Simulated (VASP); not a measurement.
The input files of a VASP run:

KPOINTS:
```
Automatic mesh
0
Gamma
7 7 7
0 0 0
```

File POSCAR:
```
BAs
1
    0.0000000000     2.4378000000     2.4378000000
    2.4378000000     0.0000000000     2.4378000000
    2.4378000000     2.4378000000     0.0000000000
B As
1 1
Direct
  0.0000000000   0.0000000000   0.0000000000
  0.2500000000   0.2500000000   0.2500000000
```

INCAR:
```
SYSTEM = BAs
PREC = Accurate
ENCUT = 520
EDIFF = 1E-6
NELM = 100
ALGO = Normal
LREAL = .FALSE.
LASPH = .TRUE.
ISMEAR = 0
SIGMA = 0.05
GGA = PE
LMAXMIX = 4
LWAVE = .FALSE.
LCHARG = .FALSE.
ISIF = 2
ISPIN = 2
MAGMOM = 1.0 1.0 1.0
```

POTCAR, in this order: B As (PBE.64 set). Program: vasp_std.

**Question.** One choice in this input is risky. Which, and does it do harm here?

**Answer.** The risk: MAGMOM holds more values than there are atoms. Here it does no harm: the run (PBE GGA, plane waves, VASP's PBE PAW potentials (set 64)) converges to the same energy and pressure as with the safe setting.
**OSZICAR**
```
       N       E                     dE             d eps       ncg     rms          rms(c)
DAV:   1     0.123017773221E+02    0.12302E+02   -0.39189E+03   720   0.793E+02
DAV:   2    -0.108404321344E+02   -0.23142E+02   -0.22172E+02  1098   0.105E+02
DAV:   3    -0.113150555609E+02   -0.47462E+00   -0.47399E+00   805   0.167E+01
DAV:   4    -0.113163647830E+02   -0.13092E-02   -0.13091E-02   911   0.963E-01
DAV:   5    -0.113163668035E+02   -0.20205E-05   -0.20204E-05   791   0.337E-02    0.628E+00
DAV:   6    -0.113860653605E+02   -0.69699E-01   -0.14841E+00   789   0.633E+00    0.275E+00
DAV:   7    -0.113777213099E+02    0.83441E-02   -0.15437E-01   936   0.252E+00    0.154E+00
DAV:   8    -0.113927748125E+02   -0.15054E-01   -0.16488E-02   766   0.123E+00    0.743E-01
DAV:   9    -0.113919124703E+02    0.86234E-03   -0.57876E-03   746   0.535E-01    0.412E-01
DAV:  10    -0.113922627469E+02   -0.35028E-03   -0.25131E-04   791   0.131E-01    0.550E-02
DAV:  11    -0.113923923333E+02   -0.12959E-03   -0.18248E-04   773   0.923E-02    0.295E-02
DAV:  12    -0.113924224424E+02   -0.30109E-04   -0.47559E-05   824   0.531E-02    0.133E-02
DAV:  13    -0.113924224986E+02   -0.56206E-07   -0.11206E-06   695   0.832E-03
   1 F= -.11392422E+02 E0= -.11392422E+02  d E =-.122309E-15  mag=     0.0003
```

The compound is BAs in the zinc blende structure. The cell was not relaxed at this level.
